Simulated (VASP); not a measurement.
NbAl2N3:

```
CELL_PARAMETERS angstrom
3.12563 0.00000 0.00000
-1.56281 2.70687 0.00000
0.00000 0.00000 7.91425
ATOMIC_POSITIONS crystal
Al 0.33333 0.66667 0.39200
Al 0.66667 0.33333 0.60800
Nb 0.00000 0.00000 0.00000
N 0.33333 0.66667 0.15200
N 0.66667 0.33333 0.84800
N 0.00000 0.00000 0.50000
```

The cell was built by a generator and needn't be a form met in nature.

* Program: VASP 6.6.1
* Task: relaxation of cell and atoms
* Functional: PBE
* Potentials or basis: VASP PAW PBE potentials, release 64 (Al, Nb_sv, N)
* Cutoff: 520 eV
* k mesh: 5 × 5 × 2
* Occupations: gaussian, width 0.15 eV
* Spin: no spin polarisation

At the start: pressure 4.4 GPa; volume 11.16 Å³/atom.

**Question.** Where does the relaxation end?

**Answer.** Over 15 steps the energy falls by 131.3 meV/atom and the volume is 11.29 Å³/atom (+1.2 %); space group P-3m1 (No. 164, to 0.05 Å).

Step by step:
```tsv
step	energy change (eV)	largest force (eV/Å)	pressure (GPa)	volume (Å³)
1	0.0000	4.5699	4.37	66.96
2	0.2174	5.6690	2.20	69.92
3	-0.5748	1.1710	-0.25	68.40
4	-0.7265	0.3933	-1.19	68.53
5	-0.7417	0.4029	-1.17	68.57
6	-0.7436	0.4195	-1.13	68.59
7	-0.7607	0.2484	1.09	67.83
8	-0.7613	0.1436	0.82	67.94
9	-0.7792	0.1636	0.27	67.89
10	-0.7839	0.2603	-0.05	67.85
11	-0.7841	0.2921	-0.10	67.84
12	-0.7848	0.2685	-0.08	67.76
13	-0.7867	0.1206	-0.10	67.80
14	-0.7868	0.1078	-0.05	67.80
15	-0.7880	0.0406	0.25	67.76
```

Final structure:
```cif
data_structure
_symmetry_space_group_name_H-M 'P 1'
_symmetry_Int_Tables_number 1
_cell_length_a 3.0628
_cell_length_b 3.0628
_cell_length_c 8.3407
_cell_angle_alpha 90.000
_cell_angle_beta 90.000
_cell_angle_gamma 120.000
_cell_volume 67.76
loop_
_atom_site_label
_atom_site_type_symbol
_atom_site_fract_x
_atom_site_fract_y
_atom_site_fract_z
_atom_site_occupancy
Al1 Al 0.33333 0.66667 0.36311 1
Al2 Al 0.66667 0.33333 0.63689 1
Nb1 Nb 0.00000 0.00000 0.00000 1
N1 N 0.33333 0.66667 0.14660 1
N2 N 0.66667 0.33333 0.85340 1
N3 N 0.00000 0.00000 0.50000 1
```

Caveat: the k mesh is coarse (spacing up to 0.46 Å⁻¹), so the values aren't converged.
